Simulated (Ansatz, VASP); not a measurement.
## Cross-check of Ta between VASP and Ansatz

Aim: how closely do two programs agree when they are given the same cell, functional and k mesh? The cell is taken from a series of runs on this material, whose earlier steps may have relaxed, scaled, displaced or heated it; both programs get it as it stands.

Calculated with Ansatz 0.2.0; plane waves, with VASP 6.6.1 beside it; relaxation of cell and atoms at PBE.

## 1. The starting structure

It takes space group Im-3m (No. 229, cubic). The conventional cell has a = 3.319 Å, b = 3.319 Å, c = 3.319 Å, α = 90.00°, β = 90.00°, γ = 90.00°. Nearest to Ta lie 8 Ta at 2.87 Å.

## 2. Ansatz: relaxation of cell and atoms, PBE

Ansatz runs on its default PAW (the set named soft_2) files.

The relaxed volume is the usual yardstick between codes: in a stiff, nearly cubic crystal its relative difference is about their pressure difference at one cell divided by the bulk modulus.

Input file input.yaml:

```yaml
crystal:
  lattice:
    - [1.6593948206, 1.6593948206, 1.6593948206]
    - [-1.6593948206, 1.6593948206, 1.6593948206]
    - [-1.6593948206, -1.6593948206, 1.6593948206]
  atoms:
    - { symbol: Ta, position: [0.0, 0.0, 0.0] }
kpoints:
  mp_grid: { grid: [20, 20, 20] }
hamiltonian:
  xc: pbe
scf:
  occupations: { method: methfessel_paxton, width: 0.15 }
output:
  forces: true
  stress: true
  eigenvalues: true
relax:
  adjacent_minimum: "off"
  f_tol: 0.001
  max_steps: 60
  cell: { stress_tol: 0.01 }
```

Started as:

```sh
> ansatz run input.yaml --threads 4 --pin off --max-ram 17408MiB --backend cpu --events-out ev --progress --plain --runs-dir out
```

Numbers of over 12 decimals in the logs are rounded to 6 here.

The log of the run:

```text
Engine: ansatz 0.2.0, aarch64-unknown-linux-gnu
Pseudopotentials: kind: paw
Pseudopotential: Ta, paw, valence charge 13, recommended cutoff 420 eV (normal), Ta.paw.azcp
Functional definition: PBE
  parameter kappa = 0.804
  parameter beta = 0.066725
  exchange = pbe_x(kappa = kappa, mu = beta*pi^2/3)
  correlation = pbe_c(beta = beta)
Crystal: 1 atoms, lattice volume = 18.277 Å³
Basis set: ecut = 420 eV, 369 PW (Γ), exchange–correlation on 40×40×40 points (8 copies of the dense FFT grid, shifted against one another)
Bands: 11, of which v1, the nominal top of the filled ones, is band 7 counted from 1 (6 counted from 0)
Symmetry: 48 space group operations
Space group: Im-3m (ITA 229), of the structure as read, at distance tolerance 2.6e-5 Å
k-points: 256 of 8000
Non-local potential: Ta, projectors of the file, l = 0: 3, l = 1: 2, l = 2: 2, l = 3: 1
PAW form: soft (Blöchl's): semilocal exchange-correlation on the pseudo side does not see the compensation charge
PAW one-centre angular grid: Ta, 590 points (default); XC on 64 Gauss nodes
Initial density: superposition of atomic densities (neutral atoms: chi_scale 0, normalization atom), corrected by the library's trained network
Initial wavefunctions: pseudopotential atomic-orbital guess
Functional: x = pbe(κ = 0.804, μ = 0.219515), c = pbe(β = 0.066725)
SCF iter   1: F=—  HF=-9932.251208 eV  |F-HF|=—  |Δ(HF+E_count)|=         —  Δρ=2.13e-3  dr2=2.49e-4  ethr=1.77e-3  ⟨swp⟩=5.1  Hψ=15433  notcnv=0
preconditioner: auto → none  [metal: Δε(μ)=0.010 eV  Ē_g=8.197 eV  σ=0.150 eV  W_gap=0.06  n_scr=0 (ndim 8)  ℏωp=19.4 eV  f_vac=0.000  D(μ)=1.30/eV (n_scr^D=12)]
SCF iter   2: F=—  HF=-9932.251138 eV  |F-HF|=—  |Δ(HF+E_count)|=   6.97e-5  S|Δr|=    0.00e0  Δρ=1.05e-3  dr2=6.75e-5  ethr=1.92e-6  ⟨swp⟩=2.2  Hψ=6218  notcnv=0
SCF iter   3: F=—  HF=-9932.251212 eV  |F-HF|=—  |Δ(HF+E_count)|=   7.47e-5  S|Δr|=    0.00e0  Δρ=1.86e-4  dr2=1.94e-6  ethr=5.19e-7  ⟨swp⟩=2.1  Hψ=4259  notcnv=0
SCF iter   4: F=—  HF=-9932.251212 eV  |F-HF|=—  |Δ(HF+E_count)|=   6.74e-7  S|Δr|=    0.00e0  Δρ=6.80e-5  dr2=2.44e-7  ethr=1.49e-8  ⟨swp⟩=2.0  Hψ=4225  notcnv=0
SCF iter   5: F=-9932.251212 eV  HF=-9932.251212 eV  |F-HF|=1.69e-8  |Δ(HF+E_count)|=   8.30e-8  S|Δr|=    0.00e0  Δρ=2.59e-5  dr2=3.46e-8  ethr=7.69e-10  ⟨swp⟩=4.8  Hψ=9794  notcnv=0
SCF 1 converged in 5 iterations: F = -9932.251212 eV  dr2 = 3.46e-8
  greatest PAW one-centre occupation: 0.999 electrons in one spin orbital (limit 2), on the Ta atom at site 0 (counted from 0), in its partial waves of l = 0
relax step   1: F+E_penalty+E_count = -9932.25121172 eV  Δ(F+E_penalty+E_count) = +0.000e0 eV  max|allowed force component| = 0.000e0 eV/Å  Δτ_max = 0.0000 Å  P = +0.104 GPa  Ω = 18.277 Å³  (5 SCF iters, dr2 threshold 1.00e-7 eV, accepted)
[...]
relax step   2: F+E_penalty+E_count = -9932.25117529 eV  Δ(F+E_penalty+E_count) = +3.643e-5 eV  max|allowed force component| = 0.000e0 eV/Å  Δτ_max = 0.0000 Å  P = -0.303 GPa  Ω = 18.315 Å³  energy of the carried Pulay correction = -1.300e-5 eV  (3 SCF iters, dr2 threshold 2.72e-8 eV, rejected (line search))
[...]
relax step   3: F+E_penalty+E_count = -9932.25121153 eV  Δ(F+E_penalty+E_count) = +1.945e-7 eV  max|allowed force component| = 0.000e0 eV/Å  Δτ_max = 0.0000 Å  P = -0.000 GPa  Ω = 18.287 Å³  energy of the carried Pulay correction = -3.326e-6 eV  (5 SCF iters, accepted)
[...]
relax step   4: F+E_penalty+E_count = -9932.25121470 eV  Δ(F+E_penalty+E_count) = -3.173e-6 eV  max|allowed force component| = 0.000e0 eV/Å  Δτ_max = 0.0000 Å  P = +0.000 GPa  Ω = 18.287 Å³  stress off target by 1.12e-5 GPa  SCF on the basis re-selected at this cell (its energy is not comparable with the rows above)  (3 SCF iters)
basis re-selected at this cell: Δ(F+E_penalty+E_count) = -3.173e-6 eV, ΔP = +0.000 GPa vs the last step (what re-selecting the basis moved, of the pressure what is left beyond the Pulay correction that the steps carried, after the strain that the cell walked since its last selection, with what the two solves' SCF thresholds leave and, on support functions, any second-order correction that the steps lacked; it is no measure of the basis error at this ecutwfc). This SCF's stress stands 1.12e-5 GPa from its target on what of the cell is left free (relax.cell.stress_tol is 1.00e-2 GPa) and its largest allowed force component is 0.00e0 eV/Å (relax.f_tol is 1.00e-3 eV/Å): [rest of the remark cut]
SCF converged after 3 iterations
Stability not checked: this state was not tested for a lower state beside it, because cold or Methfessel-Paxton smearing, or corrected tetrahedra, fill the levels in a way that the test cannot read (fill_not_monotonic; see scf.lower_state_search)
Free energy (F): -9932.251215 eV
Harris-Foulkes:  -9932.251215 eV  (|F-HF|=0.00e0)
Internal energy: -9932.251587 eV  (E = F + TS)
E sigma→0 (E₀):  -9932.251308 eV
Entropy (-TS):   0.000373 eV (0.373 meV/atom)
Fermi energy:    18.301070 eV
--- Per-component energies (eV) ---
  E_band       = -107.653431
  E_kinetic    = 365.589728
  E_local      = -556.072587  (includes V_loc(G=0)·N_el)
  E_nonlocal   = 14.718104
  E_hartree    = 192.466487
  E_xc         = -218.341826
  E_vxc        = -203.891455  (∫ρ·V_xc dr)
  E_paw        = -8396.591555  (= ΣΔE_a)
  E_vpaw       = -112.930322  (= ΣTr[D̂ρ^β])
  E_aug_tail   = 0.000133  (compensation charges beyond the density's cutoff)
  E_ewald      = -1334.020071
  E_smearing   = 0.000373  (= −TS)
  E_closure    = 0.000000  (closes the sum)
  Σ components = -9932.251215   (vs F -9932.251215, Δ=0.00e0)
--- Forces (eV/Å), atoms counted from 1 ---
  atom   1  Ta    -0.00000000    -0.00000000    -0.00000000
  max |Σ_I F_I| component: 6.16e-33 eV/Å
--- Stress (GPa, compression-positive) ---
        0.000011      -0.000000      -0.000000
       -0.000000       0.000011       0.000000
        0.000000      -0.000000       0.000011
  P = ⅓ Tr σ = 0.0000 GPa (0.000 kbar)
--- Band table (eV; the first three rows and the last of 256) ---
  k-point 0: bands = [... 3 lower, -14.7635, 10.4804, 19.0546, 19.0546, 19.0546, 22.2761, 22.2761, 32.8815]
  k-point 1: bands = [... 3 lower, -14.7636, 10.5901, 18.9826, 19.0350, 19.1622, 22.1557, 22.2761, 32.9812]
  k-point 2: bands = [... 3 lower, -14.7641, 10.9102, 18.7811, 18.9553, 19.4823, 21.8847, 22.2811, 33.2432]
  k-point 255: bands = [... 3 lower, -15.5457, 14.6059, 14.6059, 25.0379, 25.0379, 25.0379, 26.7949, 26.7949]
--- Relaxed structure (3 steps of the walk, 2 accepted, 1 SCFs on fresh bases) ---
  F+E_penalty+E_count = -9932.25121470 eV   max|allowed force component| = 0.000e0 eV/Å   (the final SCF, on the basis selected at the relaxed cell)
  cell:  # Å, volume = 18.2868 Å³
    - [1.659687, 1.659687, 1.659687]
    - [-1.659687, 1.659687, 1.659687]
    - [-1.659687, -1.659687, 1.659687]
  atoms:
    - { symbol: Ta, position: [0.0, 0.0, 0.0] }
```

Reading the cycles: dr2 is the Hartree energy of the density residual (eV), the measure of convergence; HF is the Harris–Foulkes estimate of the energy, which meets the free energy F at convergence.

## 3. VASP: relaxation of cell and atoms, PBE

The same cell, functional, mesh and smearing now go to VASP, with its own data sets.

Lines of VASP's logs that name or quote its potential files are left out, and so is its time.

Input file INCAR:

```
SYSTEM = Ta
PREC = Accurate
ENCUT = 500
EDIFF = 1E-07
NELM = 120
ISMEAR = 1
SIGMA = 0.15
LREAL = .FALSE.
ALGO = Normal
GGA = PE
NBANDS = 11
LASPH = .TRUE.
LORBIT = 11
LWAVE = .FALSE.
LCHARG = .FALSE.
ISIF = 3
IBRION = 2
NSW = 80
EDIFFG = -0.005
GGA_COMPAT = .FALSE.
NELMIN = 4
```

Input file POSCAR:

```
Ta
1.0
    1.6593950000      1.6593950000      1.6593950000
   -1.6593950000      1.6593950000      1.6593950000
   -1.6593950000     -1.6593950000      1.6593950000
Ta
1
Direct
    0.0000000000      0.0000000000      0.0000000000
```

Input file KPOINTS:

```
Automatic mesh
0
Gamma
20 20 20
0 0 0
```

Potentials, in the order of the species: Ta_pv (PBE family, release 64).

Started as:

```sh
> mpirun -np 1 vasp_std
```

The log of the run:

```text
[banner, memory and clock lines left out]
running    1 mpi-ranks, on    1 nodes
 distrk:  each k-point on    1 cores,    1 groups
 distr:  one band on    1 cores,    1 groups

 POSCAR found type information on POSCAR Ta
 POSCAR found :  1 types and       1 ions
 LDA part: xc-table for (Slater+PW92), standard interpolation
 POSCAR, INCAR and KPOINTS ok, starting setup
 FFT: planning ... GRIDC
 FFT: planning ... GRID_SOFT
 FFT: planning ... GRID
 WAVECAR not read
 entering main loop
       N       E                     dE             d eps       ncg     rms          rms(c)
DAV:   1     0.554321492330E+02    0.55432E+02   -0.61858E+03  5656   0.929E+02
DAV:   2    -0.113222433287E+02   -0.66754E+02   -0.65259E+02  6269   0.243E+02
DAV:   3    -0.122816150842E+02   -0.95937E+00   -0.94657E+00  6816   0.277E+01
DAV:   4    -0.122851525253E+02   -0.35374E-02   -0.35369E-02  6211   0.180E+00
DAV:   5    -0.122851685630E+02   -0.16038E-04   -0.16038E-04  6839   0.113E-01    0.132E+01
DAV:   6    -0.119229538619E+02    0.36221E+00   -0.32453E-01  6337   0.638E+00    0.638E+00
DAV:   7    -0.118136484868E+02    0.10931E+00   -0.27704E-01  6391   0.553E+00    0.380E-01
DAV:   8    -0.118129903416E+02    0.65815E-03   -0.88504E-03  7121   0.721E-01    0.740E-02
DAV:   9    -0.118129964069E+02   -0.60653E-05   -0.57700E-05  6277   0.816E-02    0.255E-02
DAV:  10    -0.118129907100E+02    0.56969E-05   -0.27301E-06  6609   0.199E-02    0.374E-03
DAV:  11    -0.118129906579E+02    0.52135E-07   -0.25356E-07  6220   0.575E-03
   1 F= -.11812991E+02 E0= -.11813113E+02  d E =-.118130E+02
 curvature:   0.00 expect dE= 0.000E+00 dE for cont linesearch  0.000E+00
 trial: gam= 0.00000 g(F)=  0.989E-64 g(S)=  0.668E-04 ort = 0.000E+00 (trialstep = 0.100E+01)
 search vector abs. value=  0.668E-04
 bond charge predicted
       N       E                     dE             d eps       ncg     rms          rms(c)
DAV:   1    -0.118135607647E+02   -0.57005E-03   -0.18214E-02  5953   0.170E+00    0.220E-01
DAV:   2    -0.118130585276E+02    0.50224E-03   -0.59204E-04  5950   0.272E-01    0.730E-02
DAV:   3    -0.118129483154E+02    0.11021E-03   -0.29514E-04  6295   0.187E-01    0.284E-02
DAV:   4    -0.118129483531E+02   -0.37754E-07   -0.36917E-06  7241   0.206E-02    0.307E-03
DAV:   5    -0.118129482080E+02    0.14509E-06   -0.20317E-07  6217   0.475E-03    0.146E-03
DAV:   6    -0.118129482241E+02   -0.16033E-07   -0.65590E-09  3197   0.102E-03
   2 F= -.11812948E+02 E0= -.11813077E+02  d E =0.424338E-04
 trial-energy change:    0.000042  1 .order    0.000041   -0.000067    0.000149
 step:   0.3019(harm=  0.3095)  dis= 0.00000  next Energy=   -11.813001 (dE=-0.100E-04)
 bond charge predicted
       N       E                     dE             d eps       ncg     rms          rms(c)
DAV:   1    -0.118132962819E+02   -0.34807E-03   -0.88401E-03  5935   0.118E+00    0.154E-01
DAV:   2    -0.118130510351E+02    0.24525E-03   -0.28637E-04  5926   0.190E-01    0.510E-02
DAV:   3    -0.118129984321E+02    0.52603E-04   -0.14376E-04  6256   0.131E-01    0.199E-02
DAV:   4    -0.118130007204E+02   -0.22884E-05   -0.17928E-06  7194   0.144E-02    0.214E-03
DAV:   5    -0.118130008734E+02   -0.15296E-06   -0.95760E-08  4333   0.333E-03    0.100E-03
DAV:   6    -0.118130008588E+02    0.14614E-07   -0.50898E-09  3035   0.942E-04
   3 F= -.11813001E+02 E0= -.11813125E+02  d E =-.102009E-04
 curvature:  -0.15 expect dE=-0.282E-07 dE for cont linesearch -0.282E-07
 trial: gam=-0.04951 g(F)=  0.147E-64 g(S)=  0.182E-06 ort = 0.349E-05 (trialstep = 0.860E+00)
 search vector abs. value=  0.598E-09
 reached required accuracy - stopping structural energy minimisation
```

OUTCAR, selected parts (step 3):

```text
ion  position               nearest neighbor table
   1  0.000  0.000  0.000-

  LATTYP: Found a body centered cubic cell.
 ALAT       =     3.3187900000

 Subroutine GETGRP returns: Found 48 space group operations
 (whereof 48 operations were pure point group operations)

The static configuration has the point symmetry O_h .

 Found    256 irreducible k-points:

   k-points           NKPTS =    256   k-points in BZ     NKDIM =    256   number of bands    NBANDS=     11

   dimension x,y,z NGX =    24 NGY =   24 NGZ =   24
   dimension x,y,z NGXF=    48 NGYF=   48 NGZF=   48

   ENCUT  =  500.0 eV  36.75 Ry    6.06 a.u.   5.24  5.24  5.24*2*pi/ulx,y,z

   NELECT =      11.0000    total number of electrons

 k-points in reciprocal lattice and weights: Automatic mesh
   0.00000000  0.00000000  0.00000000       0.000
   0.05000000  0.00000000  0.00000000       0.002
   0.10000000  0.00000000  0.00000000       0.002
   0.15000000  0.00000000  0.00000000       0.002
   0.20000000  0.00000000  0.00000000       0.002
   0.25000000  0.00000000  0.00000000       0.002
   0.30000000  0.00000000  0.00000000       0.002
   0.35000000  0.00000000  0.00000000       0.002
   0.40000000  0.00000000  0.00000000       0.002
[...]
0.50000000  0.45000000  0.45000000       0.002
   0.50000000  0.50000000  0.50000000       0.000

 average (electrostatic) potential at core
       1 -36.6209

 E-fermi :   5.3395

 k-point     1 :       0.0000    0.0000    0.0000
  band No.  band energies     occupation
      1     -27.7768      2.00000
      2     -27.7768      2.00000
      3     -27.7768      2.00000
      4      -2.4955      2.00000
      5       6.0931     -0.00000
      6       6.0931     -0.00000
      7       6.0931     -0.00000
      8       9.3115      0.00000
      9       9.3115      0.00000
    ...

 k-point     2 :       0.0500    0.0000    0.0000
  band No.  band energies     occupation
      1     -27.8064      2.00000
      2     -27.7859      2.00000
      3     -27.7769      2.00000
      4      -2.3853      2.00000
      5       6.0211     -0.00000
      6       6.0734     -0.00000
      7       6.2005     -0.00000
      8       9.1920      0.00000
      9       9.3115      0.00000
    ...

 k-point     3 :       0.1000    0.0000    0.0000
  band No.  band energies     occupation
      1     -27.8917      2.00000
      2     -27.8124      2.00000
      3     -27.7773      2.00000
      4      -2.0637      2.00000
      5       5.8196     -0.00006
      6       5.9936     -0.00000
      7       6.5201     -0.00000
      8       8.9224      0.00000
      9       9.3167      0.00000
    ...

  Total        0.0011226      0.0011226      0.0011226     -0.0000000     -0.0000000      0.0000000
  in kB        0.0983108      0.0983108      0.0983108     -0.0000000     -0.0000000      0.0000000
  external PRESSURE =       0.0983108 kB  Pullay stress =       0.0000000 kB

  energy-cutoff  :      500.00
  volume of cell :       18.29
      direct lattice vectors                 reciprocal lattice vectors
     1.659914222  1.659914222  1.659914222     0.301220384  0.000000000  0.301220384
    -1.659914222  1.659914222  1.659914222    -0.301220384  0.301220384  0.000000000
    -1.659914222 -1.659914222  1.659914222     0.000000000 -0.301220384  0.301220384

 POSITION                                       TOTAL-FORCE (eV/Angst)
 -----------------------------------------------------------------------------------
     -0.00000      0.00000      0.00000         0.000000      0.000000      0.000000
 -----------------------------------------------------------------------------------
    total drift:                                0.000000     -0.000000      0.000000

  FREE ENERGIE OF THE ION-ELECTRON SYSTEM (eV)
  ---------------------------------------------------
  free  energy   TOTEN  =       -11.8130008588 eV

  energy  without entropy=      -11.8133739172  energy(sigma->0) =      -11.81312521

 reached required accuracy - stopping structural energy minimisation

 total charge
# of ion       s       p       d       tot
------------------------------------------
    1        0.368   6.167   2.369   8.904

[... 3 further parts left out ...]
```

CONTCAR:

```
Ta
   1.00000000000000
     1.6599142221807084    1.6599142221807084    1.6599142221807084
    -1.6599142221807084    1.6599142221807084    1.6599142221807084
    -1.6599142221807084   -1.6599142221807084    1.6599142221807084
  Ta
     1
Direct
     0.0000000000000000    0.0000000000000000    0.0000000000000000
```

## 4. Differences

Known differences besides the potentials themselves: the data sets hold 13 valence electrons in Ansatz (on its default PAW (the set named soft_2) files) and 11 in VASP; the cutoff is 420 eV in Ansatz and 500 eV in VASP; Ansatz adds a Pulay correction to the stress that steers its cell, VASP none. Total energies have different zeros and are not compared.

The two programs side by side:

```csv
quantity,Ansatz,VASP,difference
volume (Å³),18.29,18.29,-0.04 %
"edge a after relaxation, in the typed setting (Å)",2.875,2.875,-0.01 %
```

## 5. Results

```json
{
  "difference in volume (relaxation of cell and atoms, PBE)": "-0.041 %"
}
```

What this shows: The difference in volume is -0.041 % (relaxation of cell and atoms, PBE), within the 1.2 % picked in this series as the mark of a large difference, as far as the stopping tolerances let one tell. The data sets hold unlike numbers of valence electrons (13 in Ansatz and 11 in VASP), so part of the differences comes from the potentials. 1 further run of this series is not shown here. Such differences can come from data sets, numerical settings and the points named under the comparisons, not from the functional's error against experiment.

[Lines on the potential files, build, host, timing and source positions are cut from VASP's logs without a mark.]

[Logs are printed without paths, hosts, clocks, repeated set-up lines and the standing remarks that a program may print on its own settings, such as how far it seeks lower states.]

[Hosts, paths, dates, database ids (printed as entryN), source tags and the programs' standing remarks are cut or masked in the printed files.]
